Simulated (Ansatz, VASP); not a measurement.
Given: the input of a run of VASP 6.6.1 on CaB2. Atoms were shifted at random by some hundredths of an Å from the given cell, which wasn't relaxed again for these runs. The cell comes from a database or a generator and needn't be the stable form of this composition.

File INCAR:

```
ALGO     = Normal         # electronic algorithm
EDIFF    = 1E-7           # SCF threshold, eV
ENCUT    = 520            # plane-wave cutoff, eV
GGA      = PE             # functional
ISIF     = 2              # what is computed and relaxed
ISMEAR   = -1             # smearing method
LASPH    = T              # aspherical terms in the spheres
LCHARG   = F              # write CHGCAR
LREAL    = F              # projectors in reciprocal space
LWAVE    = F              # write WAVECAR
NBANDS   = 15             # bands
NELM     = 60             # most SCF steps
PREC     = Accurate       # precision mode
SIGMA    = 0.05           # smearing width, eV
```

The input KPOINTS:

```
k-points
0
Gamma
  9 9 7
```

POSCAR

```
CaB2
1.0
    3.2264302843      0.0000000000      0.0000000000
   -1.6132151421      2.7941705897      0.0000000000
    0.0000000000      0.0000000000      4.0673920000
Ca B
1 2
Direct
   -0.0023580000     -0.0003380000     -0.0003880000
    0.6686930000      0.3305760000      0.4981870000
    0.3449910000      0.6738080000      0.5078370000
```

Potentials or basis: VASP PAW PBE potentials, release 64 (Ca_sv, B).

Launch:

```console
$ cat potpaw_PBE.64/Ca_sv/POTCAR potpaw_PBE.64/B/POTCAR > POTCAR
$ mpirun -np 1 vasp_std > vasp.out
```

Set up the same calculation for Ansatz 0.2.0. Potentials or basis there: Ansatz PAW, cutoff 420 eV.

As run (cutoffs and basis follow the program's own potentials, and thresholds, step limits or extra output files can differ):

input.yaml

```yaml
crystal:
  lattice:
    - [3.2264302843, 0.0, 0.0]
    - [-1.6132151421, 2.7941705897, 0.0]
    - [0.0, 0.0, 4.067392]
  atoms:
    - { symbol: Ca, position: [-0.002358, -0.000338, -0.000388] }
    - { symbol: B, position: [0.668693, 0.330576, 0.498187] }
    - { symbol: B, position: [0.344991, 0.673808, 0.507837] }
hamiltonian:
  xc: pbe
  pseudopotentials: { kind: paw }
kpoints:
  mp_grid: { grid: [9, 9, 7] }
scf:
  occupations: { method: fermi_dirac, width: 0.05 }
output:
  forces: true
  stress: true
  eigenvalues: true
```

Potentials or basis: Ansatz PAW.

The run is started by

```sh
$ ansatz run input.yaml --threads 2 --pin off --max-ram 5120MiB --backend cpu --events-out ev --progress --plain --runs-dir out
```

Both were run:

|  | VASP | Ansatz |
| --- | --- | --- |
| Pressure | 0.0 GPa | -0.3 GPa |
| Largest force | 0.390 eV/Å | 0.388 eV/Å |

Ansatz's pressure holds a Pulay term of +0.12 GPa for its cutoff of 420 eV, which the other run lacks.

Where Ansatz's input types no cutoff or centring, it takes its own default and a Γ-centred mesh.

Pressure is positive in compression.
